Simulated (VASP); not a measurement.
# LaAgSb2: structure and properties in VASP, part 6 of 7

What structure and properties does PBEsol give LaAgSb2, and how near are they to the measured ones? The start is a computed cell from the Materials Project.

VASP 6.6.1; PBEsol; plane waves and PAW (La, Ag, Sb).

Still holding for the runs below: The k-mesh is coarse for a metal.

So far. Step 7 (Vibrations at Γ (PBEsol)): The three acoustic modes lie within 2.0 cm⁻¹ of zero, and all others are real. By the characters of their eigenvectors the optical modes sort into (cm⁻¹) Raman active: Eg 51, Eg 89, Bg 99, Eg 106, Bg 108, A1g 109, A1g 120, Eg 159; infrared active: Eu 61, A2u 78, Eu 93, A2u 129, Eu 144, A2u 145. B labels carry no number here, since it depends on the setting of the axes. With a centre of inversion no mode is active in both.

## Step 9: Volume scan with PBEsol, volume scale 0.96

INCAR

```
SYSTEM = LaAgSb2
PREC = Accurate
ENCUT = 400
EDIFF = 1E-06
NELM = 100
ISMEAR = 0
SIGMA = 0.05
LREAL = .FALSE.
ALGO = Normal
GGA = PS
NBANDS = 40
LORBIT = 11
LWAVE = .FALSE.
LCHARG = .FALSE.
KPAR = 4
ISIF = 2
```

POSCAR

```
LaAgSb2
1.0
    4.3485284432      0.0000000000      0.0000000000
    0.0000000000      4.3485284432      0.0000000000
    0.0000000000      0.0000000000     10.3508256462
La Ag Sb
2 2 4
Direct
    0.0000000000      0.5000000000      0.2587479619
    0.5000000000      0.0000000000      0.7412520381
    0.0000000000      0.0000000000      0.0000000000
    0.5000000000      0.5000000000      0.0000000000
    0.0000000000      0.5000000000      0.8279882607
    0.5000000000      0.0000000000      0.1720117393
    0.0000000000      0.0000000000      0.5000000000
    0.5000000000      0.5000000000      0.5000000000
```

KPOINTS

```
Automatic mesh
0
Gamma
5 5 2
0 0 0
```

Potentials, in the order of the species: La, Ag and Sb (PBE family, release 64).

Command:

```bash
> mpirun -np 4 vasp_std
```

Output:

```text
[... set-up lines as in an earlier step ...]
 entering main loop
       N       E                     dE             d eps       ncg     rms          rms(c)
DAV:   1     0.565205520368E+03    0.56521E+03   -0.19793E+04   960   0.158E+03
DAV:   2     0.879861706111E+02   -0.47722E+03   -0.43939E+03  1152   0.332E+02
DAV:   3    -0.217728067621E+02   -0.10976E+03   -0.10514E+03  1344   0.164E+02
DAV:   4    -0.423208924035E+02   -0.20548E+02   -0.19380E+02  1864   0.646E+01
DAV:   5    -0.442035792200E+02   -0.18827E+01   -0.17877E+01  1704   0.195E+01    0.123E+01
DAV:   6    -0.416736089887E+02    0.25300E+01   -0.34049E+01  1688   0.426E+01    0.104E+01
DAV:   7    -0.416809593924E+02   -0.73504E-02   -0.52449E+00  1528   0.171E+01    0.545E+00
DAV:   8    -0.416158131094E+02    0.65146E-01   -0.86437E-01  1600   0.600E+00    0.185E+00
DAV:   9    -0.416042315863E+02    0.11582E-01   -0.11748E-01  1584   0.257E+00    0.368E-01
DAV:  10    -0.416041214317E+02    0.11015E-03   -0.15001E-02  1728   0.770E-01    0.157E-01
DAV:  11    -0.416043104583E+02   -0.18903E-03   -0.24247E-03  1832   0.298E-01    0.665E-02
DAV:  12    -0.416043955656E+02   -0.85107E-04   -0.34810E-04  1744   0.807E-02    0.458E-02
DAV:  13    -0.416044708014E+02   -0.75236E-04   -0.34500E-04  1808   0.772E-02    0.183E-02
DAV:  14    -0.416044819741E+02   -0.11173E-04   -0.79798E-05  1856   0.368E-02    0.111E-02
DAV:  15    -0.416044849951E+02   -0.30210E-05   -0.31718E-05  1888   0.241E-02    0.293E-03
DAV:  16    -0.416044853618E+02   -0.36672E-06   -0.25537E-06  1064   0.665E-03
   1 F= -.41604485E+02 E0= -.41602335E+02  d E =-.430101E-02
```

Run time: 11 s. Hardware: 4 MPI ranks of Intel Xeon 6975P-C (Granite Rapids), shared host; peak memory 1.1 GiB; 44 s of CPU time.

Parts of OUTCAR (step 9):

```text
   ENCUT  =  400.0 eV  29.40 Ry    5.42 a.u.   7.09  7.09 16.88*2*pi/ulx,y,z

   NELECT =      64.0000    total number of electrons

 E-fermi :   8.8710

 k-point     1 :       0.0000    0.0000    0.0000
  band No.  band energies     occupation
    ...
     26       5.9905      2.00000
     27       7.4852      2.00000
     28       7.4852      2.00000
     29       7.5658      2.00000
     30       8.3445      2.00000
     31       9.2050      0.00000
     32       9.3243      0.00000
     33       9.3243      0.00000
     34      10.4765      0.00000
     35      10.9759      0.00000
    ...

  Total        4.3678246      4.3678246      3.7935044      0.0000000     -0.0000000      0.0000000
  in kB       35.7533010     35.7533010     31.0521412      0.0000000     -0.0000000      0.0000000
  external PRESSURE =      34.1862477 kB  Pullay stress =       0.0000000 kB

 POSITION                                       TOTAL-FORCE (eV/Angst)
 -----------------------------------------------------------------------------------
      0.00000      2.17426      2.67826         0.000000      0.000000     -0.007753
      2.17426      0.00000      7.67257         0.000000     -0.000000      0.007753
      0.00000      0.00000      0.00000         0.000000      0.000000      0.000000
      2.17426      2.17426      0.00000        -0.000000     -0.000000      0.000000
      0.00000      2.17426      8.57036        -0.000000     -0.000000     -0.169270
      2.17426      0.00000      1.78046         0.000000      0.000000      0.169270
      0.00000      0.00000      5.17541         0.000000     -0.000000      0.000000
      2.17426      2.17426      5.17541         0.000000      0.000000      0.000000
 -----------------------------------------------------------------------------------
    total drift:                                0.000000      0.000000     -0.000000

  FREE ENERGIE OF THE ION-ELECTRON SYSTEM (eV)
  ---------------------------------------------------
  free  energy   TOTEN  =       -41.6044853618 eV

  energy  without entropy=      -41.6001843493  energy(sigma->0) =      -41.60233486

[... 5 parts as in an earlier step ...]

[... 11 further parts left out ...]
```

Numbers from this step:

```
free energy (TOTEN)     : -41.60 eV
energy at zero smearing : -41.60 eV
Fermi energy            : 8.871 eV
pressure                : 3.419 GPa
```

Force by atom:

```
atom  x (eV/Å)  y (eV/Å)  z (eV/Å)   size
 La1     0.000     0.000    -0.008  0.008
 La2     0.000     0.000     0.008  0.008
 Ag3     0.000     0.000     0.000  0.000
 Ag4     0.000     0.000     0.000  0.000
 Sb5     0.000     0.000    -0.169  0.169
 Sb6     0.000     0.000     0.169  0.169
 Sb7     0.000     0.000     0.000  0.000
 Sb8     0.000     0.000     0.000  0.000
```

The pressure falls from 5.41 to 3.42 GPa.

The run ends at a pressure of 3.42 GPa, with forces up to 0.17 eV/Å.

## Step 10: Volume scan with PBEsol, volume scale 0.98

INCAR is that of step 9.

Changes to POSCAR since step 9:

```diff
@@ -2,5 +2,5 @@
 1.0
-    4.3485284432      0.0000000000      0.0000000000
-    0.0000000000      4.3485284432      0.0000000000
-    0.0000000000      0.0000000000     10.3508256462
+    4.3785192423      0.0000000000      0.0000000000
+    0.0000000000      4.3785192423      0.0000000000
+    0.0000000000      0.0000000000     10.4222129065
 La Ag Sb
```

KPOINTS is that of step 9.

Command:

```bash
> mpirun -np 4 vasp_std
```

Output:

```text
[... set-up lines as in an earlier step ...]
 entering main loop
       N       E                     dE             d eps       ncg     rms          rms(c)
DAV:   1     0.562328457026E+03    0.56233E+03   -0.19768E+04   960   0.157E+03
DAV:   2     0.885492312254E+02   -0.47378E+03   -0.43847E+03  1152   0.330E+02
DAV:   3    -0.225004347370E+02   -0.11105E+03   -0.10615E+03  1368   0.162E+02
DAV:   4    -0.426064562751E+02   -0.20106E+02   -0.19058E+02  1840   0.665E+01
[...]
DAV:  14    -0.416705685416E+02   -0.90424E-05   -0.53968E-05  1888   0.262E-02    0.974E-03
DAV:  15    -0.416705719278E+02   -0.33862E-05   -0.27303E-05  1840   0.203E-02    0.234E-03
DAV:  16    -0.416705723718E+02   -0.44406E-06   -0.28429E-06  1096   0.790E-03
   1 F= -.41670572E+02 E0= -.41668658E+02  d E =-.382877E-02
```

Run time: 13 s. Hardware: 4 MPI ranks; peak memory 1.1 GiB.

From OUTCAR (step 10):

```text
  Total        2.1485389      2.1485389      1.8038761      0.0000000     -0.0000000      0.0000000
  in kB       17.2281773     17.2281773     14.4644795      0.0000000     -0.0000000      0.0000000
  external PRESSURE =      16.3069447 kB  Pullay stress =       0.0000000 kB

 POSITION                                       TOTAL-FORCE (eV/Angst)
 -----------------------------------------------------------------------------------
      0.00000      2.18926      2.69673         0.000000     -0.000000     -0.004801
      2.18926      0.00000      7.72549         0.000000      0.000000      0.004801
      0.00000      0.00000      0.00000         0.000000      0.000000      0.000000
      2.18926      2.18926      0.00000        -0.000000     -0.000000      0.000000
      0.00000      2.18926      8.62947        -0.000000      0.000000     -0.079676
      2.18926      0.00000      1.79274         0.000000      0.000000      0.079676
      0.00000      0.00000      5.21111         0.000000     -0.000000      0.000000
      2.18926      2.18926      5.21111         0.000000      0.000000      0.000000
 -----------------------------------------------------------------------------------
    total drift:                                0.000000      0.000000      0.000000

  FREE ENERGIE OF THE ION-ELECTRON SYSTEM (eV)
  ---------------------------------------------------
  free  energy   TOTEN  =       -41.6705723718 eV

  energy  without entropy=      -41.6667436059  energy(sigma->0) =      -41.66865799

[... 1 part as in an earlier step ...]

[... 2 further parts left out ...]
[key lines of the parts left out:]
E-fermi :   8.6133
```

The pressure falls from 3.42 to 1.63 GPa.

The run ends at a pressure of 1.63 GPa, with forces up to 0.080 eV/Å.

## Step 11: Volume scan with PBEsol, volume scale 1

INCAR is that of step 10.

Changes to POSCAR since step 10:

```diff
@@ -2,5 +2,5 @@
 1.0
-    4.3785192423      0.0000000000      0.0000000000
-    0.0000000000      4.3785192423      0.0000000000
-    0.0000000000      0.0000000000     10.4222129065
+    4.4081047292      0.0000000000      0.0000000000
+    0.0000000000      4.4081047292      0.0000000000
+    0.0000000000      0.0000000000     10.4926354002
 La Ag Sb
```

KPOINTS is that of step 10.

Command:

```bash
> mpirun -np 4 vasp_std
```

Output:

```text
[... set-up lines as in an earlier step ...]
 entering main loop
       N       E                     dE             d eps       ncg     rms          rms(c)
DAV:   1     0.554105992812E+03    0.55411E+03   -0.19711E+04   960   0.156E+03
DAV:   2     0.883091571048E+02   -0.46580E+03   -0.43347E+03  1152   0.328E+02
DAV:   3    -0.220107500657E+02   -0.11032E+03   -0.10512E+03  1400   0.159E+02
DAV:   4    -0.423993152328E+02   -0.20389E+02   -0.19275E+02  1816   0.659E+01
[...]
DAV:  14    -0.416934812660E+02   -0.11181E-04   -0.84154E-05  1912   0.350E-02    0.925E-03
DAV:  15    -0.416934833270E+02   -0.20610E-05   -0.23127E-05  1784   0.206E-02    0.259E-03
DAV:  16    -0.416934836928E+02   -0.36578E-06   -0.24193E-06  1024   0.722E-03
   1 F= -.41693484E+02 E0= -.41691581E+02  d E =-.380573E-02
```

Elapsed: 13 s, on 4 MPI ranks; peak memory 1.1 GiB; 52 s of CPU time.

From OUTCAR (step 11):

```text
  Total        0.0480230      0.0480230      0.0025912      0.0000000      0.0000000     -0.0000000
  in kB        0.3773734      0.3773734      0.0203625      0.0000000      0.0000000     -0.0000000
  external PRESSURE =       0.2583698 kB  Pullay stress =       0.0000000 kB

 POSITION                                       TOTAL-FORCE (eV/Angst)
 -----------------------------------------------------------------------------------
      0.00000      2.20405      2.71495        -0.000000      0.000000     -0.004464
      2.20405      0.00000      7.77769         0.000000      0.000000      0.004464
      0.00000      0.00000      0.00000         0.000000     -0.000000     -0.000000
      2.20405      2.20405      0.00000        -0.000000      0.000000     -0.000000
      0.00000      2.20405      8.68778         0.000000     -0.000000     -0.000124
      2.20405      0.00000      1.80486         0.000000      0.000000      0.000124
      0.00000      0.00000      5.24632         0.000000     -0.000000     -0.000000
      2.20405      2.20405      5.24632         0.000000      0.000000     -0.000000
 -----------------------------------------------------------------------------------
    total drift:                                0.000000      0.000000      0.000000

  FREE ENERGIE OF THE ION-ELECTRON SYSTEM (eV)
  ---------------------------------------------------
  free  energy   TOTEN  =       -41.6934836928 eV

  energy  without entropy=      -41.6896779633  energy(sigma->0) =      -41.69158083

[... 2 parts as in an earlier step ...]

[... 1 further part left out ...]
[key lines of the parts left out:]
E-fermi :   8.3683
```

The pressure falls from 1.63 to 0.03 GPa.

The run ends at a pressure of 0.03 GPa, with forces up to 0.0045 eV/Å.

## Step 12: Volume scan with PBEsol, volume scale 1.02

INCAR is that of step 11.

Changes to POSCAR since step 11:

```diff
@@ -2,5 +2,5 @@
 1.0
-    4.4081047292      0.0000000000      0.0000000000
-    0.0000000000      4.4081047292      0.0000000000
-    0.0000000000      0.0000000000     10.4926354002
+    4.4372983265      0.0000000000      0.0000000000
+    0.0000000000      4.4372983265      0.0000000000
+    0.0000000000      0.0000000000     10.5621250770
 La Ag Sb
```

KPOINTS is that of step 11.

Command:

```bash
> mpirun -np 4 vasp_std
```

Output:

```text
[... set-up lines as in an earlier step ...]
 entering main loop
       N       E                     dE             d eps       ncg     rms          rms(c)
DAV:   1     0.554839241452E+03    0.55484E+03   -0.19872E+04   960   0.155E+03
DAV:   2     0.896877567989E+02   -0.46515E+03   -0.43275E+03  1160   0.325E+02
DAV:   3    -0.228066389018E+02   -0.11249E+03   -0.10679E+03  1400   0.161E+02
DAV:   4    -0.423873321919E+02   -0.19581E+02   -0.18399E+02  1824   0.667E+01
[...]
DAV:  14    -0.416774253712E+02   -0.84766E-05   -0.59598E-05  1888   0.268E-02    0.606E-03
DAV:  15    -0.416774260381E+02   -0.66697E-06   -0.14973E-05  1792   0.149E-02    0.210E-03
DAV:  16    -0.416774263857E+02   -0.34755E-06   -0.79076E-07   856   0.557E-03
   1 F= -.41677426E+02 E0= -.41675462E+02  d E =-.392853E-02
```

It took 14 s on 4 MPI ranks; peak memory 1.1 GiB.

Parts of OUTCAR (step 12):

```text
  Total       -1.9174440     -1.9174440     -1.6597700      0.0000000      0.0000000      0.0000000
  in kB      -14.7721843    -14.7721843    -12.7870375      0.0000000      0.0000000      0.0000000
  external PRESSURE =     -14.1104687 kB  Pullay stress =       0.0000000 kB

 POSITION                                       TOTAL-FORCE (eV/Angst)
 -----------------------------------------------------------------------------------
      0.00000      2.21865      2.73293         0.000000      0.000000     -0.003901
      2.21865      0.00000      7.82920         0.000000     -0.000000      0.003901
      0.00000      0.00000      0.00000         0.000000     -0.000000      0.000000
      2.21865      2.21865      0.00000         0.000000      0.000000      0.000000
      0.00000      2.21865      8.74532         0.000000      0.000000      0.072717
      2.21865      0.00000      1.81681        -0.000000     -0.000000     -0.072717
      0.00000      0.00000      5.28106         0.000000      0.000000      0.000000
      2.21865      2.21865      5.28106         0.000000     -0.000000      0.000000
 -----------------------------------------------------------------------------------
    total drift:                                0.000000      0.000000      0.000000

  FREE ENERGIE OF THE ION-ELECTRON SYSTEM (eV)
  ---------------------------------------------------
  free  energy   TOTEN  =       -41.6774263857 eV

  energy  without entropy=      -41.6734978524  energy(sigma->0) =      -41.67546212

[... 1 part as in an earlier step ...]

[... 2 further parts left out ...]
[key lines of the parts left out:]
E-fermi :   8.1333
```

The pressure falls from 0.03 to -1.41 GPa.

The run ends at a pressure of -1.41 GPa, with forces up to 0.073 eV/Å.

## Step 13: Volume scan with PBEsol, volume scale 1.04

INCAR is that of step 12.

Changes to POSCAR since step 12:

```diff
@@ -2,5 +2,5 @@
 1.0
-    4.4372983265      0.0000000000      0.0000000000
-    0.0000000000      4.4372983265      0.0000000000
-    0.0000000000      0.0000000000     10.5621250770
+    4.4661127594      0.0000000000      0.0000000000
+    0.0000000000      4.4661127594      0.0000000000
+    0.0000000000      0.0000000000     10.6307122266
 La Ag Sb
```

KPOINTS is that of step 12.

Command:

```bash
> mpirun -np 4 vasp_std
```

Output:

```text
[... set-up lines as in an earlier step ...]
 entering main loop
       N       E                     dE             d eps       ncg     rms          rms(c)
DAV:   1     0.558321582939E+03    0.55832E+03   -0.19809E+04   960   0.157E+03
DAV:   2     0.899578831714E+02   -0.46836E+03   -0.43439E+03  1160   0.325E+02
DAV:   3    -0.203940517022E+02   -0.11035E+03   -0.10548E+03  1352   0.162E+02
DAV:   4    -0.415577755716E+02   -0.21164E+02   -0.19842E+02  1832   0.650E+01
[...]
DAV:  14    -0.416270802748E+02   -0.86190E-05   -0.65583E-05  1904   0.269E-02    0.576E-03
DAV:  15    -0.416270804834E+02   -0.20858E-06   -0.11204E-05  1672   0.148E-02    0.186E-03
DAV:  16    -0.416270807485E+02   -0.26508E-06   -0.92279E-07   840   0.570E-03
   1 F= -.41627081E+02 E0= -.41625046E+02  d E =-.406905E-02
```

Run time: 14 s. Hardware: 4 MPI ranks; peak memory 1.1 GiB; 53 s of CPU time.

OUTCAR, selected parts (step 13):

```text
  Total       -3.7431381     -3.7431381     -3.2003271      0.0000000     -0.0000000      0.0000000
  in kB      -28.2829496    -28.2829496    -24.1814989      0.0000000     -0.0000000      0.0000000
  external PRESSURE =     -26.9157994 kB  Pullay stress =       0.0000000 kB

 POSITION                                       TOTAL-FORCE (eV/Angst)
 -----------------------------------------------------------------------------------
      0.00000      2.23306      2.75068         0.000000     -0.000000     -0.002100
      2.23306      0.00000      7.88004        -0.000000     -0.000000      0.002100
      0.00000      0.00000      0.00000         0.000000     -0.000000      0.000000
      2.23306      2.23306      0.00000         0.000000      0.000000      0.000000
      0.00000      2.23306      8.80210         0.000000      0.000000      0.137617
      2.23306      0.00000      1.82861         0.000000     -0.000000     -0.137617
      0.00000      0.00000      5.31536         0.000000      0.000000      0.000000
      2.23306      2.23306      5.31536         0.000000     -0.000000      0.000000
 -----------------------------------------------------------------------------------
    total drift:                                0.000000      0.000000      0.000000

  FREE ENERGIE OF THE ION-ELECTRON SYSTEM (eV)
  ---------------------------------------------------
  free  energy   TOTEN  =       -41.6270807485 eV

  energy  without entropy=      -41.6230116993  energy(sigma->0) =      -41.62504622

[... 1 part as in an earlier step ...]

[... 2 further parts left out ...]
[key lines of the parts left out:]
E-fermi :   7.9072
```

The pressure falls from -1.41 to -2.69 GPa.

The run ends at a pressure of -2.69 GPa, with forces up to 0.14 eV/Å.

(Continued in part 7 of 7.)

[Lines on the potential files, build, host, timing and source positions are cut from VASP's logs without a mark.]

[Logs are printed without paths, hosts, clocks, repeated set-up lines and the standing remarks that a program may print on its own settings, such as how far it seeks lower states.]

[Hosts, paths, dates, database ids (printed as entryN), source tags and the programs' standing remarks are cut or masked in the printed files.]

[Measured values are set beside computed ones only where the two were judged alike; some that the calculation misses by far are left out.]
